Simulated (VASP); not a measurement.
The system is Mg5Cd3O8.

```xyz
16
Lattice="3.1060 0.0000 0.0000 0.0000 3.1060 0.0000 0.0000 0.0000 17.4800" Properties=species:S:1:pos:R:3 pbc="T T T"
Cd    0.0000    0.0000    0.0000
Cd    1.5530    1.5530    2.3600
Cd    0.0000    0.0000    4.7200
Mg    1.5530    1.5530    6.9400
Mg    0.0000    0.0000    9.0200
Mg    1.5530    1.5530   11.1000
Mg    0.0000    0.0000   13.1800
Mg    1.5530    1.5530   15.2600
O     1.5530    1.5530    0.0000
O     0.0000    0.0000    2.3600
O     1.5530    1.5530    4.7200
O     0.0000    0.0000    6.9400
O     1.5530    1.5530    9.0200
O     0.0000    0.0000   11.1000
O     1.5530    1.5530   13.1800
O     0.0000    0.0000   15.2600
```

The cell comes from a database or a generator and needn't be the stable form of this composition.

| Property | Result |
| --- | --- |
| Program | VASP 6.6.1 |
| Task | relaxation of cell and atoms |
| Functional | PBEsol |
| Potentials or basis | VASP PAW PBE potentials, release 64 (Cd, Mg, O) |
| Cutoff | 600 eV |
| k mesh | 8 × 8 × 2 |
| Occupations | fermi-dirac, width 0.05 eV |
| Spin | no spin polarisation |

At the start: pressure 6.9 GPa; volume 10.54 Å³/atom.

**Question.** Where does the relaxation end?

**Answer.** Over 16 steps the energy falls by 24.1 meV/atom and the volume is 10.98 Å³/atom (+4.2 %); space group P4/mmm (No. 123, to 0.05 Å).

Step by step:
| step | energy change (eV) | largest force (eV/Å) | pressure (GPa) | volume (Å³) |
| --- | --- | --- | --- | --- |
| 1 | 0.0000 | 1.2100 | 6.94 | 168.63 |
| 2 | -0.1974 | 0.4653 | -3.77 | 180.02 |
| 3 | -0.2452 | 0.4695 | -0.78 | 176.36 |
| 4 | -0.2813 | 0.3241 | -0.35 | 175.77 |
| 5 | -0.3073 | 0.4080 | 0.63 | 174.62 |
| 6 | -0.3322 | 0.3075 | 0.33 | 174.97 |
| 7 | -0.3535 | 0.1978 | -0.27 | 175.86 |
| 8 | -0.3754 | 0.1530 | -0.06 | 175.63 |
| 9 | -0.3837 | 0.1033 | 0.27 | 175.37 |
| 10 | -0.3846 | 0.0601 | -0.27 | 176.00 |
| 11 | -0.3849 | 0.0452 | -0.10 | 175.79 |
| 12 | -0.3853 | 0.0207 | -0.02 | 175.70 |
| 13 | -0.3853 | 0.0273 | 0.01 | 175.66 |
| 14 | -0.3854 | 0.0066 | 0.01 | 175.67 |
| 15 | -0.3854 | 0.0070 | 0.01 | 175.67 |
| 16 | -0.3854 | 0.0027 | 0.00 | 175.69 |

Final structure:
```yaml
crystal:
  lattice:
    - [3.14798, 0.00000, 0.00000]
    - [0.00000, 3.14798, 0.00000]
    - [0.00000, 0.00000, 17.72889]
  atoms:
    - { symbol: Cd, position: [0.00000, 0.00000, 0.99557] }
    - { symbol: Cd, position: [0.50000, 0.50000, 0.13501] }
    - { symbol: Cd, position: [0.00000, 0.00000, 0.27446] }
    - { symbol: Mg, position: [0.50000, 0.50000, 0.40357] }
    - { symbol: Mg, position: [0.00000, 0.00000, 0.52019] }
    - { symbol: Mg, position: [0.50000, 0.50000, 0.63501] }
    - { symbol: Mg, position: [0.00000, 0.00000, 0.74984] }
    - { symbol: Mg, position: [0.50000, 0.50000, 0.86645] }
    - { symbol: O, position: [0.50000, 0.50000, 0.98973] }
    - { symbol: O, position: [0.00000, 0.00000, 0.13501] }
    - { symbol: O, position: [0.50000, 0.50000, 0.28030] }
    - { symbol: O, position: [0.00000, 0.00000, 0.40561] }
    - { symbol: O, position: [0.50000, 0.50000, 0.51971] }
    - { symbol: O, position: [0.00000, 0.00000, 0.63501] }
    - { symbol: O, position: [0.50000, 0.50000, 0.75031] }
    - { symbol: O, position: [0.00000, 0.00000, 0.86441] }
```

Caveat: the PAW data sets were made with another functional, which shifts forces and pressure a little.
